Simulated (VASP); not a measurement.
## Al₂O₃ (space group R-3c): computed properties

Calculation: PBEsol GGA, VASP's PBE PAW potentials (set 64) (plane waves; VASP).

| Property | Value |
|---|---|
| space group | R-3c (167) |
| cell | a = b = 4.7725 Å, c = 13.0257 Å, α = β = 90.00°, γ = 120.00° |
| volume per atom | 8.56 Å³/atom |
| band gap (over mesh and band path) | 6.04 eV |
| smallest direct gap (over mesh and band path) | 6.04 eV |
| band-edge character | direct, Γ to Γ |
| density | 3.95 g/cm³ |
| mean ε∞ (independent particles) | 3.32 |

```yaml
crystal:
  lattice:
    - [2.38623, 1.37769, 4.34191]
    - [-2.38623, 1.37769, 4.34191]
    - [0.00000, -2.75538, 4.34191]
  atoms:
    - { symbol: Al, position: [0.14791, 0.14791, 0.14791] }
    - { symbol: Al, position: [0.85209, 0.85209, 0.85209] }
    - { symbol: Al, position: [0.35209, 0.35209, 0.35209] }
    - { symbol: Al, position: [0.64791, 0.64791, 0.64791] }
    - { symbol: O, position: [0.94414, 0.55586, 0.25000] }
    - { symbol: O, position: [0.05586, 0.44414, 0.75000] }
    - { symbol: O, position: [0.25000, 0.94414, 0.55586] }
    - { symbol: O, position: [0.75000, 0.05586, 0.44414] }
    - { symbol: O, position: [0.55586, 0.25000, 0.94414] }
    - { symbol: O, position: [0.44414, 0.75000, 0.05586] }
```

The structure comes from a computed database's Al2O3 entry (R-3c); how it stands against other phases isn't given here. It was relaxed first. Symmetry was kept, so distortions that lower it aren't found.
